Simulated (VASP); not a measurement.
VASP input:

INCAR:
```
SYSTEM = Te2Pt
PREC = Accurate
ENCUT = 300
EDIFF = 1E-6
NELM = 100
ALGO = Normal
LREAL = .FALSE.
LASPH = .TRUE.
ISMEAR = -1
SIGMA = 0.1
GGA = PE
LMAXMIX = 6
LWAVE = .FALSE.
LCHARG = .FALSE.
ISIF = 3
IBRION = 2
NSW = 50
EDIFFG = -0.01
```

**POSCAR**
```
Te2Pt
1.0
  4.0469700000   0.0000000000   0.0000000000
 -2.0234850000   3.5047790000   0.0000000000
  0.0000000000   0.0000000000   5.4784400000
Te Pt
2 1
Cartesian
  2.0234870235   1.1682584984   4.1135414584
 -0.0000020235   2.3365205016   1.3648985416
  0.0000000000   0.0000000000   0.0000000000
```

### KPOINTS
```
kpoints
0
G
  8 8 5
0 0 0
```

POTCAR, in this order: Te Pt (PBE.64 set). Program: vasp_std.

### Question
Translate this PBE calculation to Quantum ESPRESSO's pw.x.

### Answer
One equivalent input (not run):
```
&CONTROL
  calculation = 'vc-relax'
  pseudo_dir = './pseudo'
  outdir = './out'
  tprnfor = .true.
  tstress = .true.
  nstep = 50
  forc_conv_thr = 0.00039
/
&SYSTEM
  ibrav = 0
  nat = 3
  ntyp = 2
  ecutwfc = 84
  occupations = 'smearing'
  smearing = 'fermi-dirac'
  degauss = 0.00735
  input_dft = 'pbe'
/
&ELECTRONS
  conv_thr = 7.3e-08
  electron_maxstep = 100
/
&IONS
/
&CELL
/
ATOMIC_SPECIES
  Te 127.600 Te.upf
  Pt 195.084 Pt.upf
CELL_PARAMETERS angstrom
     4.0469700    0.0000000    0.0000000
    -2.0234850    3.5047790    0.0000000
     0.0000000    0.0000000    5.4784400
ATOMIC_POSITIONS crystal
  Te   0.6666670  0.3333330  0.7508600
  Te   0.3333330  0.6666670  0.2491400
  Pt   0.0000000  0.0000000  0.0000000
K_POINTS automatic
  8 8 5 0 0 0
```
The two are equivalent in intent, not identical: the potentials are each code's own (VASP's PAW set, PseudoDojo norm-conserving files in pw.x), so ENCUT and ecutwfc are chosen apart and not converted; conv_thr bounds pw.x's estimated SCF error, while EDIFF bounds the energy change between steps; forc_conv_thr acts on force components and is met together with etot_conv_thr.

The structure comes from a computed database's Te2Pt entry; how it stands against other phases isn't given here. This run relaxes it. Symmetry was kept, so distortions that lower it aren't found. The run is one of a series of settings (EDIFFG = -0.01, IBRION = 2, ISIF = 3, NSW = 50 against the base run), some of them coarse on purpose.
